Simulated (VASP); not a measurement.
**ScSi2: single point with PBE**

The system is ScSi2.

```
CELL_PARAMETERS angstrom
3.66000 0.00000 0.00000
-1.83000 3.16965 0.00000
0.00000 0.00000 3.87000
ATOMIC_POSITIONS crystal
Sc 0.00000 0.00000 0.00000
Si 0.66667 0.33333 0.50000
Si 0.33333 0.66667 0.50000
```

```
Program             : VASP 6.6.1
Task                : single point
Functional          : PBE
Potentials or basis : VASP PAW PBE potentials, release 64 (Sc_sv, Si)
Cutoff              : 520 eV
k mesh              : 8 × 8 × 7
Occupations         : gaussian, width 0.1 eV
Spin                : no spin polarisation
```

The pressure is 25.2 GPa and the band gap on the k mesh is none (metal or under the smearing width).

Stress tensor (GPa, compression positive):
```
37.20  0.00  0.00
 0.00 37.20  0.00
 0.00  0.00  1.10
```

Levels at points of the mesh, in eV from the Fermi level:
| k point | band 5 | band 6 | band 7 | band 8 | band 9 | band 10 | band 11 | band 12 | band 13 |
| --- | --- | --- | --- | --- | --- | --- | --- | --- | --- |
| (0.00, 0.00, 0.00) | -13.89 | -3.58 | -3.48 | -3.48 | -2.09 | 1.06 | 1.06 | 1.17 | 1.63 |
| (0.50, 0.00, 0.00) | -10.95 | -9.81 | -4.53 | -3.24 | -2.77 | 0.47 | 0.76 | 2.25 | 2.63 |

It took 17 s on 1 thread of Intel(R) Xeon(R) Platinum 8559C (Emerald Rapids), on a shared host, peak memory 0.17 GiB.

Caveat: so large a pressure means that the cell lies far from this level's equilibrium, or that cutoff or potentials fall short.
